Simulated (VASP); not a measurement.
A convergence study with VASP on SrTiO3 (cubic perovskite): one setting is varied, all else stays as given below, so the limit is that of these other settings.

```
SrTiO3
1.0
    3.90500     0.00000     0.00000
    0.00000     3.90500     0.00000
    0.00000     0.00000     3.90500
Sr Ti O
1 1 3
Direct
  0.00000   0.00000   0.00000
  0.50000   0.50000   0.50000
  0.50000   0.00000   0.50000
  0.00000   0.50000   0.50000
  0.50000   0.50000   0.00000
```

The numbers are results of LDA (Ceperley-Alder, Perdew-Zunger), VASP's LDA PAW potentials (set 64) (plane waves; VASP), not measurements. The tightest run used: 700 eV cut-off, 14×14×14 Γ-centred mesh, Gaussian smearing of 0.050 eV, potentials Sr_sv Ti_sv O.

Gaps are read on the run's mesh, which can miss a band edge.

```tsv
setting	E (eV/atom)	pressure (GPa)	gap on the mesh (eV)	irreducible k-points
2×2×2 mesh	-8.6746	-4.08	1.366	4
3×3×3 mesh	-8.8100	-6.22	1.992	4
5×5×5 mesh	-8.8308	-6.54	1.874	10
```

Q: These are the cheaper rows. Estimate the results at 14×14×14 mesh, and how far the last row shown lies from them.

A: 
| quantity | tightest run | last row shown is off by |
|---|---|---|
| E (eV/atom) | -8.8315 | 0.0007 |
| pressure (GPa) | -6.55 | 0.01 |
| gap on the mesh (eV) | 1.752 | 0.122 |

Left out are rungs that failed or repeat a setting and relaxations that didn't move; long series are thinned to 24 rows.

The compound is SrTiO3 in the cubic perovskite structure, the ideal cubic form; the compound distorts at low or room temperature. The cell was not relaxed at this level.
